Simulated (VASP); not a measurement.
All values below come from PBEsol GGA, VASP's PBE PAW potentials (set 64) (plane waves; VASP).

Input for VASP

### KPOINTS
```
K-points
0
gamma
13 13 13
```

### POSCAR
```
MnC
1
    0.0000000000     2.1375841255     2.1375841255
    2.1375841255    -0.0000000000     2.1375841255
    2.1375841255     2.1375841255     0.0000000000
Mn C
1 1
Direct
  0.0000000000   0.0000000000   0.0000000000
  0.2500000000   0.2500000000   0.2500000000
```

INCAR:
```
SYSTEM = MnC
PREC = Accurate
ENCUT = 520
EDIFF = 1E-6
NELM = 100
ALGO = Normal
LREAL = .FALSE.
LASPH = .TRUE.
ISMEAR = 1
SIGMA = 0.1
GGA = PS
LMAXMIX = 4
ISPIN = 2
MAGMOM = -1.1 0.1
LORBIT = 10
LWAVE = .FALSE.
LCHARG = .FALSE.
IBRION = 2
ISIF = 3
NSW = 60
EDIFFG = -0.01
```

POTCAR, in this order: Mn_pv C (PBE.64 set). Program: vasp_std.

What VASP printed:

OUTCAR:
```
 ion  position               nearest neighbor table
   1  0.000  0.000  0.000-   2 1.85   2 1.85   2 1.85   2 1.85
   2  0.250  0.250  0.250-   1 1.85   1 1.85   1 1.85   1 1.85
  LATTYP: Found a face centered cubic cell.
 ALAT       =     4.2751682510
 Subroutine PRICEL returns:
 Original cell was already a primitive cell.
 Subroutine GETGRP returns: Found 24 space group operations
The static configuration has the point symmetry T_d .
The dynamic configuration has the point symmetry T_d .
The overall configuration has the point symmetry T_d .
 Subroutine INISYM returns: Found 24 space group operations
 Subroutine IBZKPT returns following result:
 Found     84 irreducible k-points:

 Following reciprocal coordinates:
            Coordinates               Weight
  0.000000  0.000000  0.000000      1.000000
  0.076923  0.000000  0.000000      8.000000
  0.153846  0.000000  0.000000      8.000000
  0.230769  0.000000  0.000000      8.000000
  0.307692  0.000000  0.000000      8.000000
  0.384615  0.000000  0.000000      8.000000
  0.461538  0.000000  0.000000      8.000000
  0.076923  0.076923  0.000000      6.000000
  0.153846  0.076923  0.000000     24.000000
  0.230769  0.076923  0.000000     24.000000
  0.307692  0.076923  0.000000     24.000000
  0.384615  0.076923  0.000000     24.000000
  0.461538  0.076923  0.000000     24.000000
 -0.461538  0.076923  0.000000     24.000000
 -0.384615  0.076923  0.000000     24.000000
 -0.307692  0.076923  0.000000     24.000000
 -0.230769  0.076923  0.000000     24.000000
 -0.153846  0.076923  0.000000     24.000000
 -0.076923  0.076923  0.000000     12.000000
  0.153846  0.153846  0.000000      6.000000
  0.230769  0.153846  0.000000     24.000000
  0.307692  0.153846  0.000000     24.000000
  0.384615  0.153846  0.000000     24.000000
  0.461538  0.153846  0.000000     24.000000
 -0.461538  0.153846  0.000000     24.000000
 -0.384615  0.153846  0.000000     24.000000
 -0.307692  0.153846  0.000000     24.000000
 -0.230769  0.153846  0.000000     24.000000
 -0.153846  0.153846  0.000000     12.000000
  0.230769  0.230769  0.000000      6.000000
  0.307692  0.230769  0.000000     24.000000
  0.384615  0.230769  0.000000     24.000000
  0.461538  0.230769  0.000000     24.000000
 -0.461538  0.230769  0.000000     24.000000
 -0.384615  0.230769  0.000000     24.000000
 -0.307692  0.230769  0.000000     24.000000
 -0.230769  0.230769  0.000000     12.000000
  0.307692  0.307692  0.000000      6.000000
  0.384615  0.307692  0.000000     24.000000
  0.461538  0.307692  0.000000     24.000000
   k-points           NKPTS =     84   k-points in BZ     NKDIM =     84   number of bands    NBANDS=     13
   number of dos      NEDOS =    301   number of ions     NIONS =      2
   total plane-waves  NPLWV =  13824
   dimension x,y,z NGX =    24 NGY =   24 NGZ =   24
   dimension x,y,z NGXF=    48 NGYF=   48 NGZF=   48
   ions per type =               1   1
   PREC   = accura    normal or accurate (medium, high low for compatibility)
   ISTART =      0    job   : 0-new  1-cont  2-samecut
   ICHARG =      2    charge: 1-file 2-atom 10-const
   ISPIN  =      2    spin polarized calculation?
   LNONCOLLINEAR =      F non collinear calculations
   LSORBIT =      F    spin-orbit coupling
   INIWAV =      1    electr: 0-lowe 1-rand  2-diag
   ENCUT  =  520.0 eV  38.22 Ry    6.18 a.u.   5.62  5.62  5.62*2*pi/ulx,y,z
   NELM   =    100;   NELMIN=  2; NELMDL= -5     # of ELM steps
   EDIFF  = 0.1E-05   stopping-criterion for ELM
   LREAL  =      F    real-space projection
   NLSPLINE    = F    spline interpolate recip. space projectors
...
```

### OSZICAR
```
       N       E                     dE             d eps       ncg     rms          rms(c)
DAV:   1     0.123986492847E+03    0.12399E+03   -0.10251E+04  4408   0.159E+03
DAV:   2    -0.178638525065E+02   -0.14185E+03   -0.13456E+03  4598   0.379E+02
DAV:   3    -0.239980215855E+02   -0.61342E+01   -0.60262E+01  4808   0.842E+01
DAV:   4    -0.240802063630E+02   -0.82185E-01   -0.81994E-01  4963   0.104E+01
DAV:   5    -0.240811714206E+02   -0.96506E-03   -0.96503E-03  4998   0.117E+00    0.284E+01
DAV:   6    -0.241370376890E+02   -0.55866E-01   -0.39332E+01  4938   0.113E+02    0.239E+01
DAV:   7    -0.186486615421E+02    0.54884E+01   -0.18379E+01  4618   0.744E+01    0.605E+00
DAV:   8    -0.185608315220E+02    0.87830E-01   -0.97246E-01  4378   0.115E+01    0.187E+00
DAV:   9    -0.185453371360E+02    0.15494E-01   -0.53429E-02  5728   0.312E+00    0.782E-01
DAV:  10    -0.185451112925E+02    0.22584E-03   -0.65922E-03  4628   0.903E-01    0.375E-01
DAV:  11    -0.185448414247E+02    0.26987E-03   -0.42345E-04  5350   0.246E-01    0.130E-01
DAV:  12    -0.185448193460E+02    0.22079E-04   -0.22058E-04  5809   0.163E-01    0.478E-02
DAV:  13    -0.185448244578E+02   -0.51118E-05   -0.18541E-05  4423   0.459E-02    0.258E-02
DAV:  14    -0.185448217617E+02    0.26961E-05   -0.26599E-06  4971   0.285E-02    0.878E-03
DAV:  15    -0.185448216647E+02    0.97035E-07   -0.31389E-07  2189   0.612E-03
   1 F= -.18544822E+02 E0= -.18544925E+02  d E =-.185448E+02  mag=    -0.9958
       N       E                     dE             d eps       ncg     rms          rms(c)
DAV:   1    -0.185489042482E+02   -0.40825E-02   -0.39602E-02  4368   0.385E+00    0.689E-01
DAV:   2    -0.185499563164E+02   -0.10521E-02   -0.28810E-02  4608   0.357E+00    0.723E-01
DAV:   3    -0.185448613633E+02    0.50950E-02   -0.83058E-03  4631   0.191E+00    0.830E-02
DAV:   4    -0.185447991150E+02    0.62248E-04   -0.55860E-04  4448   0.197E-01    0.521E-02
DAV:   5    -0.185447946395E+02    0.44754E-05   -0.57417E-06  4673   0.357E-02    0.159E-02
DAV:   6    -0.185447935070E+02    0.11325E-05   -0.13634E-05  4678   0.322E-02    0.824E-03
DAV:   7    -0.185447922256E+02    0.12815E-05   -0.27157E-06  4421   0.161E-02    0.167E-03
DAV:   8    -0.185447921505E+02    0.75034E-07   -0.20866E-07  2184   0.413E-03
   2 F= -.18544792E+02 E0= -.18544879E+02  d E =0.295142E-04  mag=    -0.9962
       N       E                     dE             d eps       ncg     rms          rms(c)
DAV:   1    -0.185463069930E+02   -0.15148E-02   -0.13969E-02  4368   0.229E+00    0.409E-01
DAV:   2    -0.185467140474E+02   -0.40705E-03   -0.10365E-02  4613   0.214E+00    0.433E-01
DAV:   3    -0.185448721492E+02    0.18419E-02   -0.29305E-03  4628   0.114E+00    0.485E-02
DAV:   4    -0.185448523646E+02    0.19785E-04   -0.19821E-04  4448   0.113E-01    0.313E-02
DAV:   5    -0.185448505028E+02    0.18618E-05   -0.24556E-06  4548   0.246E-02    0.963E-03
DAV:   6    -0.185448503205E+02    0.18235E-06   -0.46760E-06  4492   0.188E-02
   3 F= -.18544850E+02 E0= -.18544947E+02  d E =-.286558E-04  mag=    -0.9960
```

OUTCAR:
```
------------------------ aborting loop because EDIFF is reached ----------------------------------------
  FORCE on cell =-STRESS in cart. coord.  units (eV):
  Direction    XX          YY          ZZ          XY          YZ          ZX
  --------------------------------------------------------------------------------------
  Total       -0.0123461     -0.0123461     -0.0123461      0.0000000     -0.0000000      0.0000000
  in kB       -1.0139542     -1.0139542     -1.0139542      0.0000000     -0.0000000      0.0000000
  external PRESSURE =      -1.0139542 kB  Pullay stress =       0.0000000 kB
  volume of cell :       19.51
      direct lattice vectors                 reciprocal lattice vectors
     0.000000000  2.136635530  2.136635530    -0.234012771  0.234012771  0.234012771
     2.136635530 -0.000000000  2.136635530     0.234012771 -0.234012771  0.234012771
     2.136635530  2.136635530 -0.000000000     0.234012771  0.234012771 -0.234012771
 POSITION                                       TOTAL-FORCE (eV/Angst)
 -----------------------------------------------------------------------------------
      0.00000      0.00000     -0.00000         0.000000      0.000000      0.000000
      1.06832      1.06832      1.06832        -0.000000     -0.000000     -0.000000
 -----------------------------------------------------------------------------------
    total drift:                               -0.000000     -0.000000      0.000000
  FREE ENERGIE OF THE ION-ELECTRON SYSTEM (eV)
  ---------------------------------------------------
  free  energy   TOTEN  =       -18.5448503205 eV

  energy  without entropy=      -18.5451405708  energy(sigma->0) =      -18.54494707

 total charge

# of ion       s       p       d       tot
------------------------------------------
    1        0.411   6.447   5.346  12.204
    2        0.919   1.532   0.000   2.452
--------------------------------------------------
tot          1.330   7.979   5.346  14.656

 magnetization (x)

# of ion       s       p       d       tot
------------------------------------------
    1        0.002   0.011  -1.152  -1.139
    2        0.013   0.095   0.000   0.108
--------------------------------------------------
tot          0.014   0.107  -1.152  -1.031

 reached required accuracy - stopping structural energy minimisation
```
(Selected blocks of OUTCAR.)

**CONTCAR**
```
MnC
   1.00000000000000
     0.0000000000000000    2.1366355299506692    2.1366355299506692
     2.1366355299506692   -0.0000000000000000    2.1366355299506692
     2.1366355299506692    2.1366355299506692   -0.0000000000000000
  Mn              C
     1     1
Direct
     0.0000000000000000    0.0000000000000000    0.0000000000000000
     0.2500000000000000    0.2500000000000000    0.2500000000000000
```

The structure was generated: MnC was put into the zinc blende type (F-43m), which need not be its known phase. This run relaxes it. Symmetry was kept, so distortions that lower it aren't found. The start is the result of an earlier pass.
